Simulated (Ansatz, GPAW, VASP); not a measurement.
**One structure in several programs: PW (Pnma, 8 atoms in the cell)**

Self-consistent single point.

```yaml
crystal:
  lattice:
    - [5.74171, 0.00000, 0.00000]
    - [0.00000, 3.27062, 0.00000]
    - [0.00000, 0.00000, 6.20331]
  atoms:
    - { symbol: P, position: [0.31438, 0.75000, 0.56784] }
    - { symbol: P, position: [0.68562, 0.25000, 0.43216] }
    - { symbol: P, position: [0.18562, 0.25000, 0.06784] }
    - { symbol: P, position: [0.81438, 0.75000, 0.93216] }
    - { symbol: W, position: [0.98629, 0.75000, 0.31278] }
    - { symbol: W, position: [0.01371, 0.25000, 0.68722] }
    - { symbol: W, position: [0.51371, 0.25000, 0.81278] }
    - { symbol: W, position: [0.48629, 0.75000, 0.18722] }
```

All programs got the same cell, k-point mesh and kind of occupations (in Ansatz's words: kpoints.mp_grid.grid = 3 6 3; scf.occupations.method = gaussian; scf.occupations.width = 0.136 eV); potentials, basis and cutoffs are each program's usual ones.

```csv
code,model,pressure (GPa),largest force (eV/Å),cutoff
GPAW,"PBEsol, GPAW PAW datasets PBEsol (made by gpaw-setup)",-3.49,0.120,600 eV
VASP,"PBEsol, VASP's PBE PAW potentials (set 64)",-3.91,0.130,300 eV
Ansatz,"PBEsol, PAW files made with PBE",-3.67,0.127,default
```

Size of the force on each atom (eV/Å): Sizes of forces hide their directions.

```tsv
code	P1	P2	P3	P4	W5	W6	W7	W8
GPAW	0.049	0.049	0.049	0.049	0.120	0.120	0.120	0.120
VASP	0.044	0.044	0.044	0.044	0.130	0.130	0.130	0.130
Ansatz	0.045	0.045	0.045	0.045	0.127	0.127	0.127	0.127
```

The spread over the programs that give each value: pressure within 0.42 GPa; largest force within 0.010 eV/Å.

The starting cell comes from a database of computed structures (which also holds hypothetical and non-ambient phases and stackings), without a prior relaxation at this level. On Ansatz's run: Spin-orbit coupling is off. Spin polarisation is off. In the base run, with a pressure of about -4 GPa the cell is away from its equilibrium volume at this level. Without a gap this mesh is coarse (it stands for a supercell whose shortest vector is 17 Å).

### Question
Why do the programs differ, and what cannot be compared?

### Answer
Differences of this kind can come from the potentials, where these differ, and from what each basis and cutoff leave unconverged. The zero of total energies and Fermi levels follows the potentials and each program's conventions, so they are not compared here. Ansatz's pressure is given at a fixed set of plane waves, as the other plane-wave codes print theirs; with its correction for the finite basis it is -3.62 GPa.

The shared mesh is coarse (it stands for a supercell whose shortest vector is 17 Å), so the values are not converged in it.

VASP's run is marked for a possible Pulay error in its stress at this cutoff; no cutoff test was made.

Left out of this page: Quantum ESPRESSO, ABINIT, CP2K, Elk, FLEUR and SIESTA (not drawn, or without a comparable value).

Ansatz is an electronic-structure program.

Keys are those of Ansatz 0.2.
